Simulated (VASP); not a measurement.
Calculation: optB86b-vdW, VASP's PBE PAW potentials (set 64) (plane waves; VASP).

Input for VASP

### INCAR
```
SYSTEM  =  NiSi2
PREC  =  Accurate; ENCUT  =  520; LREAL  =  F
LASPH  =  T
EDIFF  =  1E-7; NELM  =  100; ALGO  =  Normal
LMAXMIX  =  4
ISMEAR  =  1; SIGMA  =  0.1
GGA  =  MK; LUSE_VDW  =  T; AGGAC  =  0.0
PARAM1  =  0.1234; PARAM2  =  1.0
ISIF  =  2
LWAVE  =  F; LCHARG  =  F
```

### KPOINTS
```
Automatic
0
Gamma
10 10 10
```

### POSCAR
```
NiSi2
1.0
  0.0000000000   2.7466439627   2.7466439627
  2.7466439627   0.0000000000   2.7466439627
  2.7466439627   2.7466439627   0.0000000000
Si Ni
2 1
Cart
  1.3733219813   1.3733219813   1.3733219813
  4.1199659440   4.1199659440   4.1199659440
  0.0000000000   0.0000000000   0.0000000000
```

POTCAR, in this order: Si Ni (PBE.64 set). Program: vasp_std.

Output

OSZICAR:
```
       N       E                     dE             d eps       ncg     rms          rms(c)
DAV:   1     0.766045626526E+02    0.76605E+02   -0.79735E+03  1222   0.141E+03
DAV:   2    -0.101160038338E+02   -0.86721E+02   -0.81722E+02  1287   0.250E+02
DAV:   3    -0.142184988622E+02   -0.41025E+01   -0.39756E+01  1573   0.604E+01
DAV:   4    -0.143016685989E+02   -0.83170E-01   -0.82993E-01  1440   0.819E+00
DAV:   5    -0.143042592229E+02   -0.25906E-02   -0.25901E-02  1612   0.149E+00    0.155E+01
DAV:   6    -0.190239328318E+02   -0.47197E+01   -0.50293E+01  1336   0.176E+02    0.244E+01
DAV:   7    -0.126103604903E+02    0.64136E+01   -0.14990E+01  1467   0.111E+02    0.389E+00
DAV:   8    -0.125398851559E+02    0.70475E-01   -0.21858E+00  1797   0.251E+01    0.258E+00
DAV:   9    -0.124980876323E+02    0.41798E-01   -0.29831E-01  1483   0.114E+01    0.652E-01
DAV:  10    -0.124954050673E+02    0.26826E-02   -0.13864E-02  1578   0.264E+00    0.256E-01
DAV:  11    -0.124955117242E+02   -0.10666E-03   -0.11703E-03  1473   0.277E-01    0.593E-02
DAV:  12    -0.124955409732E+02   -0.29249E-04   -0.47570E-05  1485   0.681E-02    0.212E-02
DAV:  13    -0.124955370818E+02    0.38914E-05   -0.14900E-05  1706   0.890E-02    0.624E-03
DAV:  14    -0.124955372113E+02   -0.12944E-06   -0.23254E-06  1714   0.160E-02    0.428E-03
DAV:  15    -0.124955371584E+02    0.52864E-07   -0.52955E-07  1569   0.167E-02
   1 F= -.12495537E+02 E0= -.12495103E+02  d E =-.130186E-02
```

**OUTCAR**
```
------------------------ aborting loop because EDIFF is reached ----------------------------------------
  FORCE on cell =-STRESS in cart. coord.  units (eV):
  Direction    XX          YY          ZZ          XY          YZ          ZX
  --------------------------------------------------------------------------------------
  Total       -1.2212686     -1.2212686     -1.2212686      0.0000000      0.0000000      0.0000000
  in kB      -47.2155102    -47.2155102    -47.2155102      0.0000000      0.0000000      0.0000000
  external PRESSURE =     -47.2155102 kB  Pullay stress =       0.0000000 kB
  volume of cell :       41.44
      direct lattice vectors                 reciprocal lattice vectors
     0.000000000  2.746643963  2.746643963    -0.182040340  0.182040340  0.182040340
     2.746643963  0.000000000  2.746643963     0.182040340 -0.182040340  0.182040340
     2.746643963  2.746643963  0.000000000     0.182040340  0.182040340 -0.182040340
 POSITION                                       TOTAL-FORCE (eV/Angst)
 -----------------------------------------------------------------------------------
      1.37332      1.37332      1.37332        -0.000000     -0.000000     -0.000000
      4.11997      4.11997      4.11997         0.000000      0.000000      0.000000
      0.00000      0.00000      0.00000         0.000000      0.000000     -0.000000
 -----------------------------------------------------------------------------------
    total drift:                                0.000000     -0.000000     -0.000000
  FREE ENERGIE OF THE ION-ELECTRON SYSTEM (eV)
  ---------------------------------------------------
  free  energy   TOTEN  =       -12.4955371584 eV

  energy  without entropy=      -12.4942352961  energy(sigma->0) =      -12.49510320
```
(Selected blocks of OUTCAR.)

The compound is NiSi2 in the fluorite structure. This cell is one point of a volume scan, at 1.03 of the reference volume. The run is not spin-polarised, so no magnetic state was tried.
